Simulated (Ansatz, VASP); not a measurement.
# La2O3 in two plane-wave programs

Aim: how closely do two programs agree when they are given the same cell, functional and k mesh? The structure shown is the start of the Ansatz relaxation below; VASP solves that cell, so the two are compared at the walk's first step.

Program: Ansatz 0.2.0. Level of theory: plane waves, with VASP 6.6.1 beside it; single point at PBE. Results are calculated unless marked as measured.

**1. The structure**

The structure is trigonal, space group P-3m1 (No. 164). Conventional cell: a = 3.883 Å, b = 3.883 Å, c = 5.989 Å, α = 90.00°, β = 90.00°, γ = 120.00°. Nearest to O lie 4 La at 2.33 to 2.41 Å. O has 6 La at 2.68 Å nearest. Nearest to La lie 7 O at 2.33 to 2.68 Å. Farther neighbours and most contacts between anions are not listed.

Structure file:

```cif
data_structure
_symmetry_space_group_name_H-M 'P 1'
_symmetry_Int_Tables_number 1
_cell_length_a 3.8835
_cell_length_b 3.8835
_cell_length_c 5.9890
_cell_angle_alpha 90.000
_cell_angle_beta 90.000
_cell_angle_gamma 120.000
_cell_volume 78.22
loop_
_atom_site_label
_atom_site_type_symbol
_atom_site_fract_x
_atom_site_fract_y
_atom_site_fract_z
_atom_site_occupancy
O1 O 0.66667 0.33333 0.35302 1
O2 O 0.33333 0.66667 0.64698 1
O3 O 0.00000 0.00000 0.00000 1
La4 La 0.66667 0.33333 0.75562 1
La5 La 0.33333 0.66667 0.24438 1
```

**2. Ansatz: relaxation, PBE**

Ansatz runs on its PAW soft_1 files.

The two programs are compared at the cell with which this relaxation starts, whose forces are those of its first step.

input.yaml reads:

```yaml
crystal:
  lattice:
    - [3.8834508586, 0.0, 0.0]
    - [-1.9417254293, 3.3631670979, 0.0]
    - [0.0, 0.0, 5.9889891917]
  atoms:
    - { symbol: O, position: [0.6666666667, 0.3333333333, 0.353024709] }
    - { symbol: O, position: [0.3333333333, 0.6666666667, 0.646975291] }
    - { symbol: O, position: [0.0, 0.0, 0.0] }
    - { symbol: La, position: [0.6666666667, 0.3333333333, 0.7556237006] }
    - { symbol: La, position: [0.3333333333, 0.6666666667, 0.2443762994] }
kpoints:
  mp_grid: { grid: [9, 9, 4] }
hamiltonian:
  xc: pbe
  pseudopotentials: { kind: paw, azcp: { folder: soft_1 } }
scf:
  occupations: { method: fixed }
output:
  forces: true
  stress: true
  eigenvalues: true
relax:
  adjacent_minimum: "off"
  f_tol: 0.001
  max_steps: 60
  cell: { stress_tol: 0.01, fix: [volume] }
```

Command:

```console
> ansatz run input.yaml --threads 4 --pin off --max-ram 16384MiB --backend cpu --events-out ev --progress --plain --runs-dir out
```

Numbers of over 12 decimals in the logs are rounded to 6 here.

The program printed:

```text
Engine: ansatz 0.2.0, x86_64-unknown-linux-gnu
Pseudopotentials: kind: paw
Pseudopotential: O, paw, valence charge 6, recommended cutoff 420 eV (normal), soft_1/O.paw.azcp
Pseudopotential: La, paw, valence charge 11, recommended cutoff 420 eV (normal), soft_1/La.paw.azcp
Functional definition: PBE
  parameter kappa = 0.804
  parameter beta = 0.066725
  exchange = pbe_x(kappa = kappa, mu = beta*pi^2/3)
  correlation = pbe_c(beta = beta)
Crystal: 5 atoms, lattice volume = 78.220 Å³
Basis set: ecut = 420 eV, 1533 PW (Γ), exchange–correlation on 54×54×90 points (8 copies of the dense FFT grid, shifted against one another)
Bands: 25, of which v1, the nominal top of the filled ones, is band 20 counted from 1 (19 counted from 0)
Symmetry: 12 space group operations
Space group: P-3m1 (ITA 164), of the structure as read, at distance tolerance 4.3e-5 Å
k-points: 43 of 324
Non-local potential: O, projectors of the file, l = 0: 2, l = 1: 2, l = 2: 1
Non-local potential: La, projectors of the file, l = 0: 3, l = 1: 2, l = 2: 2, l = 3: 3
PAW form: soft (Blöchl's): semilocal exchange-correlation on the pseudo side does not see the compensation charge
PAW one-centre angular grid: O, 110 points (default); XC on 64 Gauss nodes
PAW one-centre angular grid: La, 590 points (default); XC on 64 Gauss nodes
Initial density: superposition of atomic densities (chi_scale 0.1, normalization cell, long waves kept (reshape's long-wave potential 0.03 eV rms))
Initial wavefunctions: pseudopotential atomic-orbital guess
Functional: x = pbe(κ = 0.804, μ = 0.219515), c = pbe(β = 0.066725)
SCF iter   1: F=—  HF=-14212.704620 eV  |F-HF|=—  |Δ(HF+E_count)|=         —  Δρ=5.86e-2  dr2=2.59e0  ethr=3.10e-3  ⟨swp⟩=4.0  Hψ=4358  notcnv=0  defer=74
preconditioner: auto → Resta (q_TF=auto, 2.440 Å⁻¹)  ε∞=5.5  [insulator: Δε(μ)=3.108 eV  Ē_g=11.861 eV  n_scr=22 (ndim 8)  ℏωp=25.2 eV  f_vac=0.000  ε∞_Penn≈5.5]
SCF iter   2: F=—  HF=-14212.416753 eV  |F-HF|=—  |Δ(HF+E_count)|=   2.88e-1  Δρ=2.88e-2  dr2=8.39e-1  ethr=3.10e-3  ⟨swp⟩=4.9  Hψ=2719  notcnv=0  defer=83
SCF iter   3: F=—  HF=-14212.362957 eV  |F-HF|=—  |Δ(HF+E_count)|=   5.38e-2  Δρ=1.61e-2  dr2=2.46e-1  ethr=2.10e-3  ⟨swp⟩=2.4  Hψ=1701  notcnv=0  defer=110
SCF iter   4: F=—  HF=-14212.373902 eV  |F-HF|=—  |Δ(HF+E_count)|=   1.09e-2  Δρ=5.75e-3  dr2=3.60e-2  ethr=6.15e-4  ⟨swp⟩=4.0  Hψ=2288  notcnv=0  defer=107
SCF iter   5: F=—  HF=-14212.380518 eV  |F-HF|=—  |Δ(HF+E_count)|=   6.62e-3  Δρ=3.41e-3  dr2=9.23e-3  ethr=8.99e-5  ⟨swp⟩=4.3  Hψ=2015  notcnv=0  defer=124
SCF iter   6: F=—  HF=-14212.381046 eV  |F-HF|=—  |Δ(HF+E_count)|=   5.28e-4  Δρ=9.02e-4  dr2=7.14e-4  ethr=2.31e-5  ⟨swp⟩=2.9  Hψ=1555  notcnv=0  defer=125
SCF iter   7: F=—  HF=-14212.382307 eV  |F-HF|=—  |Δ(HF+E_count)|=   1.26e-3  Δρ=1.82e-4  dr2=3.14e-5  ethr=1.79e-6  ⟨swp⟩=3.8  Hψ=2009  notcnv=0  defer=125
SCF iter   8: F=—  HF=-14212.382378 eV  |F-HF|=—  |Δ(HF+E_count)|=   7.13e-5  Δρ=4.36e-5  dr2=1.85e-6  ethr=7.85e-8  ⟨swp⟩=2.0  Hψ=1911  notcnv=0  defer=125
SCF iter   9: F=—  HF=-14212.382380 eV  |F-HF|=—  |Δ(HF+E_count)|=   1.71e-6  Δρ=1.16e-5  dr2=1.14e-7  ethr=4.63e-9  ⟨swp⟩=2.0  Hψ=1818  notcnv=0  defer=125
SCF iter  10: F=-14212.382380 eV  HF=-14212.382380 eV  |F-HF|=1.80e-9  |Δ(HF+E_count)|=   3.67e-8  Δρ=2.57e-6  dr2=5.36e-9  ethr=2.50e-10  ⟨swp⟩=16.6  Hψ=6868  notcnv=0
SCF 1 converged in 10 iterations: F = -14212.382380 eV  dr2 = 5.36e-9
  greatest PAW one-centre occupation: 0.971 electrons in one spin orbital (limit 2), on the La atom at site 4 (counted from 0), in its partial waves of l = 0
relax step   1: F+E_penalty+E_count = -14212.38238022 eV  Δ(F+E_penalty+E_count) = +0.000e0 eV  max|allowed force component| = 1.653e-1 eV/Å  Δτ_max = 0.0000 Å  P = +8.093 GPa  Ω = 78.220 Å³  fix = [volume]  reactions: volume +8.093 GPa  (10 SCF iters, dr2 threshold 1.00e-7 eV, accepted)
[...]
relax step   6: F+E_penalty+E_count = -14212.38515845 eV  Δ(F+E_penalty+E_count) = -3.268e-5 eV  max|allowed force component| = 5.299e-4 eV/Å  Δτ_max = 0.0000 Å  P = +7.551 GPa  Ω = 78.220 Å³  fix = [volume]  reactions: volume +7.551 GPa  stress off target by 2.83e-2 GPa on what of the cell is left free  SCF on the basis re-selected at this cell (its energy is not comparable with the rows above)  (7 SCF iters)
[...]
relax step   7: F+E_penalty+E_count = -14212.38516125 eV  Δ(F+E_penalty+E_count) = -2.805e-6 eV  max|allowed force component| = 4.047e-5 eV/Å  Δτ_max = 0.0002 Å  P = +7.538 GPa  Ω = 78.220 Å³  energy of the carried Pulay correction = -1.463e-7 eV  fix = [volume]  reactions: volume +7.538 GPa  (6 SCF iters, dr2 threshold 2.00e-9 eV, accepted)
[...]
relax step   8: F+E_penalty+E_count = -14212.38518098 eV  Δ(F+E_penalty+E_count) = -1.973e-5 eV  max|allowed force component| = 3.868e-5 eV/Å  Δτ_max = 0.0000 Å  P = +7.538 GPa  Ω = 78.220 Å³  fix = [volume]  reactions: volume +7.538 GPa  stress off target by 2.12e-3 GPa on what of the cell is left free  SCF on the basis re-selected at this cell (its energy is not comparable with the rows above)  (7 SCF iters)
basis re-selected at this cell: Δ(F+E_penalty+E_count) = -1.973e-5 eV, ΔP = +0.000 GPa vs the last step (what re-selecting the basis moved, of the pressure what is left beyond the Pulay correction that the steps carried, after the strain that the cell walked since its last selection, with what the two solves' SCF thresholds leave and, on support functions, any second-order correction that the steps lacked; it is no m [...]
SCF converged after 7 iterations
Free energy (F): -14212.385181 eV
Harris-Foulkes:  -14212.385181 eV  (|F-HF|=1.82e-12)
Internal energy: -14212.385181 eV  (E = F + TS)
E sigma→0 (E₀):  -14212.385181 eV
Fermi energy:    10.257515 eV
--- Per-component energies (eV) ---
  E_band       = 16.103418
  E_kinetic    = 886.531892
  E_local      = -1435.914493  (includes V_loc(G=0)·N_el)
  E_nonlocal   = 331.461346
  E_hartree    = 540.650879
  E_xc         = -505.902319
  E_vxc        = -571.104943  (∫ρ·V_xc dr)
  E_paw        = -11321.559994  (= ΣΔE_a)
  E_vpaw       = -276.174430  (= ΣTr[D̂ρ^β])
  E_aug_tail   = 0.002294  (compensation charges beyond the density's cutoff)
  E_ewald      = -2707.654787
  E_smearing   = -0.000000  (= −TS)
  E_closure    = 0.000000  (closes the sum)
  Σ components = -14212.385181   (vs F -14212.385181, Δ=0.00e0)
--- Forces (eV/Å), atoms counted from 1 ---
  atom   1  O      0.00000000     0.00000000    -0.00000936
  atom   2  O      0.00000000    -0.00000000     0.00000936
  atom   3  O      0.00000000     0.00000000     0.00000000
  atom   4  La     0.00000000    -0.00000000     0.00003868
  atom   5  La    -0.00000000     0.00000000    -0.00003868
  max |Σ_I F_I| component: 7.40e-17 eV/Å
--- Stress (GPa, compression-positive) ---
        7.539468      -0.000000      -0.000000
       -0.000000       7.539468      -0.000000
       -0.000000      -0.000000       7.536289
  P = ⅓ Tr σ = 7.5384 GPa (75.384 kbar)
--- Band table (eV; the first three rows and the last of 43) ---
  k-point 0: bands = [... 16 lower, 8.4919, 9.8131, 9.8131, 10.0879, 14.7088, 14.7984, 14.7984, 15.6997, ... 1 higher]
  k-point 1: bands = [... 16 lower, 8.9246, 9.7740, 9.8706, 9.8706, 14.8308, 14.8834, 14.8834, 15.5995, ... 1 higher]
  k-point 2: bands = [... 16 lower, 9.1923, 9.3967, 9.9379, 9.9379, 14.9634, 14.9634, 15.0450, 15.4252, ... 1 higher]
  k-point 42: bands = [... 16 lower, 9.6777, 9.9778, 9.9778, 10.0551, 14.6017, 15.1521, 15.2955, 15.2955, ... 1 higher]
--- Relaxed structure (6 steps of the walk, 5 accepted, 2 SCFs on fresh bases) ---
  F+E_penalty+E_count = -14212.38518098 eV   max|allowed force component| = 3.868e-5 eV/Å   (the final SCF, on the basis selected at the relaxed cell)
  cell:  # Å, volume = 78.2204 Å³
    - [3.897209, 0, -5.073577518592658e-19]
    - [-1.948604, 3.375082, 2.53678875929641e-19]
    - [-7.824381465983069e-19, 0, 5.946779]
  atoms:
    - { symbol: O, position: [0.666667, 0.333333, 0.351931] }
    - { symbol: O, position: [0.333333, 0.666667, 0.648069] }
    - { symbol: O, position: [0, 0, 0] }
    - { symbol: La, position: [0.666667, 0.333333, 0.757277] }
    - { symbol: La, position: [0.333333, 0.666667, 0.242723] }
```

**3. VASP: single point, PBE, start cell, pair 1**

The same cell, functional and mesh now go to VASP, with its own data sets.

Lines of VASP's logs that name or quote its potential files are left out, and so is its time.

INCAR reads:

```
SYSTEM = La2O3
PREC = Accurate
ENCUT = 520
EDIFF = 1E-06
NELM = 200
ISMEAR = 0
SIGMA = 0.01
LREAL = .FALSE.
ALGO = Normal
GGA = PE
NBANDS = 26
LASPH = .TRUE.
LORBIT = 11
LWAVE = .FALSE.
LCHARG = .FALSE.
ISIF = 2
GGA_COMPAT = .FALSE.
EFERMI = MIDGAP
LMAXMIX = 6
KPAR = 2
```

POSCAR reads:

```
La2O3
1.0
    3.8834510000      0.0000000000      0.0000000000
   -1.9417250000      3.3631670000      0.0000000000
    0.0000000000      0.0000000000      5.9889890000
O La
3 2
Direct
    0.6666665446      0.3333334324      0.3530246925
    0.3333331979      0.6666665676      0.6469753075
    0.0000000000      0.0000000000      0.0000000000
    0.6666665446      0.3333334324      0.7556236954
    0.3333331979      0.6666665676      0.2443763046
```

KPOINTS reads:

```
Automatic mesh
0
Gamma
9 9 4
0 0 0
```

PAW data sets: O and La (PBE family, release 64).

Command:

```console
> mpirun -np 2 vasp_std
```

The program printed:

```text
[banner, memory and clock lines left out]
running    2 mpi-ranks, on    1 nodes
 distrk:  each k-point on    1 cores,    2 groups
 distr:  one band on    1 cores,    1 groups

 POSCAR found type information on POSCAR O La
 POSCAR found :  2 types and       5 ions
 LDA part: xc-table for (Slater+PW92), standard interpolation
 POSCAR, INCAR and KPOINTS ok, starting setup
 FFT: planning ... GRIDC
 FFT: planning ... GRID_SOFT
 FFT: planning ... GRID
 WAVECAR not read
 entering main loop
       N       E                     dE             d eps       ncg     rms          rms(c)
DAV:   1     0.474074866628E+03    0.47407E+03   -0.15739E+04  2340   0.239E+03
DAV:   2     0.876784225772E+02   -0.38640E+03   -0.37605E+03  3124   0.380E+02
DAV:   3    -0.304013795911E+02   -0.11808E+03   -0.11561E+03  3854   0.206E+02
DAV:   4    -0.462775754506E+02   -0.15876E+02   -0.15850E+02  3812   0.815E+01
DAV:   5    -0.473130154299E+02   -0.10354E+01   -0.10348E+01  3792   0.246E+01    0.152E+01
DAV:   6    -0.417105666390E+02    0.56024E+01   -0.48785E+01  3560   0.414E+01    0.770E+00
DAV:   7    -0.417195962004E+02   -0.90296E-02   -0.51134E+00  4368   0.228E+01    0.368E+00
DAV:   8    -0.417172743266E+02    0.23219E-02   -0.54877E-01  3960   0.631E+00    0.127E+00
DAV:   9    -0.417113701832E+02    0.59041E-02   -0.87796E-02  3904   0.237E+00    0.374E-01
DAV:  10    -0.417136934337E+02   -0.23233E-02   -0.33799E-02  3824   0.127E+00    0.177E-01
DAV:  11    -0.417144963085E+02   -0.80287E-03   -0.85521E-03  3976   0.709E-01    0.117E-01
DAV:  12    -0.417147178356E+02   -0.22153E-03   -0.18839E-03  3304   0.308E-01    0.517E-02
DAV:  13    -0.417147610970E+02   -0.43261E-04   -0.94268E-04  4072   0.216E-01    0.229E-02
DAV:  14    -0.417147646630E+02   -0.35660E-05   -0.11298E-04  3736   0.838E-02    0.104E-02
DAV:  15    -0.417147639946E+02    0.66839E-06   -0.26526E-05  4008   0.386E-02    0.258E-03
DAV:  16    -0.417147638627E+02    0.13190E-06   -0.16528E-06  2368   0.124E-02
   1 F= -.41714764E+02 E0= -.41714764E+02  d E =0.000000E+00
```

From OUTCAR (step 3):

```text
ion  position               nearest neighbor table
   1  0.667  0.333  0.353-   5 2.33   5 2.33   5 2.33   4 2.41
   2  0.333  0.667  0.647-   4 2.33   4 2.33   4 2.33   5 2.41
   3  0.000  0.000  0.000-   5 2.68   4 2.68   5 2.68   4 2.68   4 2.68   5 2.68
   4  0.667  0.333  0.756-   2 2.33   2 2.33   2 2.33   1 2.41   3 2.68   3 2.68   3 2.68
   5  0.333  0.667  0.244-   1 2.33   1 2.33   1 2.33   2 2.41   3 2.68   3 2.68   3 2.68

  LATTYP: Found a hexagonal cell.
 ALAT       =     3.8834510000
 C/A-ratio  =     1.5421821983

 Subroutine GETGRP returns: Found 12 space group operations
 (whereof 12 operations were pure point group operations)

The static configuration has the point symmetry D_3d.

 Found     43 irreducible k-points:

   k-points           NKPTS =     43   k-points in BZ     NKDIM =     43   number of bands    NBANDS=     26

   dimension x,y,z NGX =    30 NGY =   30 NGZ =   48
   dimension x,y,z NGXF=    60 NGYF=   60 NGZF=   96

   ENCUT  =  520.0 eV  38.22 Ry    6.18 a.u.   7.22  7.22 11.14*2*pi/ulx,y,z

   NELECT =      40.0000    total number of electrons

 k-points in reciprocal lattice and weights: Automatic mesh
   0.00000000  0.00000000  0.00000000       0.003
   0.11111111 -0.00000000  0.00000000       0.019
   0.22222222 -0.00000000  0.00000000       0.019
   0.33333333 -0.00000000  0.00000000       0.019
   0.44444444 -0.00000000  0.00000000       0.019
   0.11111111  0.11111111  0.00000000       0.019
   0.22222222  0.11111111  0.00000000       0.037
   0.33333333  0.11111111  0.00000000       0.037
   0.44444444  0.11111111  0.00000000       0.019
[...]
0.33333333  0.22222222  0.50000000       0.037
   0.33333333  0.33333333  0.50000000       0.006

 average (electrostatic) potential at core
       1 -66.6624       2 -66.6624       3 -66.1416       4 -94.2537       5 -94.2537

 E-fermi :   8.3748

 k-point     1 :       0.0000    0.0000    0.0000
  band No.  band energies     occupation
    ...
     16       4.2929      2.00000
     17       4.6667      2.00000
     18       5.9881      2.00000
     19       5.9881      2.00000
     20       6.2617      2.00000
     21      10.8897      0.00000
     22      11.0661      0.00000
     23      11.0661      0.00000
     24      11.8945      0.00000
     25      12.0209      0.00000
    ...

 k-point     2 :       0.1111   -0.0000    0.0000
  band No.  band energies     occupation
    ...
     16       4.3431      2.00000
     17       5.0337      2.00000
     18       5.8076      2.00000
     19       5.9833      2.00000
     20       6.2158      2.00000
     21      10.9762      0.00000
     22      11.0999      0.00000
     23      11.1700      0.00000
     24      11.8831      0.00000
     25      11.9661      0.00000
    ...

 k-point     3 :       0.2222   -0.0000    0.0000
  band No.  band energies     occupation
    ...
     16       4.5823      2.00000
     17       5.3833      2.00000
     18       5.4923      2.00000
     19       6.0101      2.00000
     20       6.1811      2.00000
     21      10.8024      0.00000
     22      11.2092      0.00000
     23      11.4172      0.00000
     24      11.9166      0.00000
     25      11.9239      0.00000
    ...

  Total        3.8957613      3.8957608      3.5548154      0.0000006     -0.0000000      0.0000000
  in kB       79.7963707     79.7963603     72.8128213      0.0000119     -0.0000000      0.0000000
  external PRESSURE =      77.4685174 kB  Pullay stress =       0.0000000 kB

  energy-cutoff  :      520.00
  volume of cell :       78.22
      direct lattice vectors                 reciprocal lattice vectors
     3.883451000  0.000000000  0.000000000     0.257502927  0.148669356  0.000000000
    -1.941725000  3.363167000  0.000000000     0.000000000  0.297338788  0.000000000
     0.000000000  0.000000000  5.988989000     0.000000000  0.000000000  0.166973090

 POSITION                                       TOTAL-FORCE (eV/Angst)
 -----------------------------------------------------------------------------------
      1.94173      1.12106      2.11426         0.000000      0.000000      0.020997
     -0.00000      2.24211      3.87473        -0.000000      0.000000     -0.020997
      0.00000      0.00000      0.00000         0.000000      0.000000      0.000000
      1.94173      1.12106      4.52542         0.000000     -0.000000      0.149014
     -0.00000      2.24211      1.46357         0.000000      0.000000     -0.149014
 -----------------------------------------------------------------------------------
    total drift:                                0.002341     -0.000000     -0.000000

  FREE ENERGIE OF THE ION-ELECTRON SYSTEM (eV)
  ---------------------------------------------------
  free  energy   TOTEN  =       -41.7147638627 eV

  energy  without entropy=      -41.7147638627  energy(sigma->0) =      -41.71476386

 total charge
# of ion       s       p       d       f       tot
--------------------------------------------------
    1        1.573   3.481   0.000   0.000   5.054
    2        1.573   3.481   0.000   0.000   5.054
    3        1.558   3.400   0.000   0.000   4.958
    4        2.023   5.702   0.683   0.263   8.671
    5        2.023   5.702   0.683   0.263   8.671
--------------------------------------------------
tot          8.749  21.767   1.365   0.526  32.407

[... 3 further parts left out ...]
```

The run ends at a pressure of 7.75 GPa, with forces up to 0.15 eV/Å.

**4. Comparison**

Known differences besides the potentials themselves: fixed occupations in Ansatz, narrow Gaussian smearing in VASP; the cutoff is 420 eV in Ansatz and 520 eV in VASP. Total energies have different zeros and are not compared.

Forces (eV/Å; atoms numbered as in POSCAR):

```tsv
atom	Ansatz x, y, z	VASP x, y, z
O1	0.000, 0.000, 0.025	0.000, 0.000, 0.021
O2	0.000, 0.000, -0.025	0.000, 0.000, -0.021
O3	0.000, 0.000, 0.000	0.000, 0.000, 0.000
La4	0.000, 0.000, 0.165	0.000, 0.000, 0.149
La5	0.000, 0.000, -0.165	0.000, 0.000, -0.149
```

The forces differ by 6.1 meV/Å r.m.s., which is 11.2 % of the r.m.s. force of 0.055 eV/Å (both taken over all components).

**5. Ansatz: relaxation, PBE**

The two programs are compared at the cell with which this relaxation starts, whose forces are those of its first step. The cell compared in this pair holds 79.88 Å³, against 78.22 Å³ for the pair before.

The structure compared here is the start of the Ansatz relaxation; VASP solves that cell, so the two are compared at the walk's first step.

input.yaml, the sections that differ from step 2:

```yaml
crystal:
  lattice:
    - [3.8984167935, 0.0, 0.0]
    - [-1.9492083967, 3.3761279777, 0.0]
    - [0.0, 0.0, 6.0695430787]
  atoms:
    - { symbol: O, position: [0.6666666667, 0.3333333333, 0.3539333755] }
    - { symbol: O, position: [0.3333333333, 0.6666666667, 0.6460666245] }
    - { symbol: O, position: [0.0, 0.0, 0.0] }
    - { symbol: La, position: [0.6666666667, 0.3333333333, 0.7540805474] }
    - { symbol: La, position: [0.3333333333, 0.6666666667, 0.2459194526] }
# kpoints, hamiltonian, scf, output, relax: as in step 2
```

Command:

```console
> ansatz run input.yaml --threads 4 --pin off --max-ram 16384MiB --backend cpu --events-out ev --progress --plain --runs-dir out
```

The program printed:

```text
[...]
Crystal: 5 atoms, lattice volume = 79.885 Å³
Basis set: ecut = 420 eV, 1545 PW (Γ), exchange–correlation on 54×54×90 points (8 copies of the dense FFT grid, shifted against one another)
Bands: 25, of which v1, the nominal top of the filled ones, is band 20 counted from 1 (19 counted from 0)
Symmetry: 12 space group operations
[...]
k-points: 43 of 324
[...]
cell:  # Å, volume = 79.8846 Å³
    - [3.910800, -2.8959163803650685e-11, 3.9561888968412033e-19]
    - [-1.955400, 3.386852, -3.956188896807377e-19]
    - [6.159489918272724e-19, -3.5561831623855447e-19, 6.031167]
  atoms:
    - { symbol: O, position: [0.666667, 0.333333, 0.353025] }
    - { symbol: O, position: [0.333333, 0.666667, 0.646975] }
    - { symbol: O, position: [0, 0, 0] }
    - { symbol: La, position: [0.666667, 0.333333, 0.755624] }
    - { symbol: La, position: [0.333333, 0.666667, 0.244376] }
[key lines of the parts left out:]
SCF converged after 5 iterations
Free energy (F): -14212.448934 eV
Fermi energy:    9.954710 eV
P = ⅓ Tr σ = 4.7918 GPa (47.918 kbar)
```

(Continued in part 2 of 2.)

[Lines on the potential files, build, host, timing and source positions are cut from VASP's logs without a mark.]

[Logs are printed without paths, hosts, clocks, repeated set-up lines and the standing remarks that a program may print on its own settings, such as how far it seeks lower states.]

[Hosts, paths, dates, database ids (printed as entryN), source tags and the programs' standing remarks are cut or masked in the printed files.]
